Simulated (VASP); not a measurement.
A run of VASP 6.6.1:

File INCAR:

```
PREC = Accurate
ENCUT = 520
EDIFF = 1E-7
ISMEAR = 0
SIGMA = 0.1
LREAL = F
LASPH = T
NELM = 150
ALGO = Normal
ISIF = 2
LWAVE = F
LCHARG = F
ISPIN = 2
MAGMOM = 0 1
LORBIT = 11
LMAXMIX = 4
GGA = PS
NBANDS = 20
```

KPOINTS

```
Automatic mesh
0
Gamma
  9 9 4
```

File POSCAR:

```
LiRh
1.0
    2.6523004602      0.0000000000      0.0000000000
   -1.3261502301      2.2969595770      0.0000000000
    0.0000000000      0.0000000000      4.3266044100
Li Rh
1 1
Direct
    0.0000000000      0.0000000000      0.5000000000
    0.6666666700      0.3333333300      0.0000000000
```

Potentials or basis: VASP PAW PBE potentials, release 64 (Li_sv, Rh_pv).

Run with:

```bash
$ cat potpaw_PBE.64/Li_sv/POTCAR potpaw_PBE.64/Rh_pv/POTCAR > POTCAR
$ mpirun -np 1 vasp_std > vasp.out
```

Hardware: 1 thread of AMD EPYC 7R13 Processor (Zen 3), with other jobs on the host.

How long does it take, and how much memory?

It took 27 s on 1 thread of AMD EPYC 7R13 Processor (Zen 3), on a shared host, peak memory 0.13 GiB. Counts: scf iterations 16, k points 36.
